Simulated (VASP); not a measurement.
A VASP calculation is set up with these files.

### INCAR
```
SYSTEM  =  CoGe
PREC  =  Accurate; ENCUT  =  300; LREAL  =  .False.
LASPH  =  .True.
EDIFF  =  1E-6; NELM  =  100; ALGO  =  Normal
LMAXMIX  =  4
ISMEAR  =  0; SIGMA  =  0.136
GGA  =  PE; GGA_COMPAT  =  .False.
MAGMOM  =  0.0 0.0 3.0 0.0 0.0 3.0 0.0 0.0 0.0 0.0 0.0 0.0
LSORBIT  =  .True.; LNONCOLLINEAR  =  .True.
ISIF  =  2
LWAVE  =  .False.; LCHARG  =  .False.; LORBIT  =  11
```

### POSCAR
```
CoGe
1
    3.6136130000     0.0000000000     0.0000000000
   -1.8068070000     3.1294810000     0.0000000000
    0.0000000000     0.0000000000    17.7774000000
Co Ge
2 2
Direct
  0.0000000000   0.0000000000   0.6062420000
  0.0000000000   0.0000000000   0.4645840000
  0.3333330000   0.6666670000   0.3937580000
  0.6666670000   0.3333330000   0.5354100000
```

KPOINTS:
```
Automatic mesh
0
Gamma
4 4 1
0 0 0
```

POTCAR, in this order: Co Ge_d (PBE.64 set). Program: vasp_ncl.

**Question.** Write an equivalent input for Ansatz.

**Answer.** One equivalent input (not run):
Ansatz 0.2 input:
```yaml
crystal:
  lattice:
    - [3.6136130, 0.0000000, 0.0000000]
    - [-1.8068070, 3.1294810, 0.0000000]
    - [0.0000000, 0.0000000, 17.7774000]
  atoms:
    - { symbol: Co, position: [0.0000000, 0.0000000, 0.6062420], spin: 3, spin_axis: [0, 0, 1] }
    - { symbol: Co, position: [0.0000000, 0.0000000, 0.4645840], spin: 3, spin_axis: [0, 0, 1] }
    - { symbol: Ge, position: [0.3333330, 0.6666670, 0.3937580] }
    - { symbol: Ge, position: [0.6666670, 0.3333330, 0.5354100] }
kpoints:
  mp_grid: { grid: [4, 4, 1] }
hamiltonian:
  xc: pbe
  pseudopotentials: { kind: paw }
magnetization: { noncollinear: true, spin_orbit: true }
scf:
  occupations: { method: gaussian, width: 0.136 }
  max_iter: 100
output: { forces: true, stress: true, eigenvalues: true }
```
Limits of the translation: each code has its own PAW files, so the cut-off isn't converted (ENCUT is set for VASP's; basis.ecutwfc is left out, and Ansatz then takes the one that its files recommend); Ansatz stops its SCF on the density residual and VASP on the energy change (EDIFF).

The cell is a sheet with vacuum, built from a generated structure.
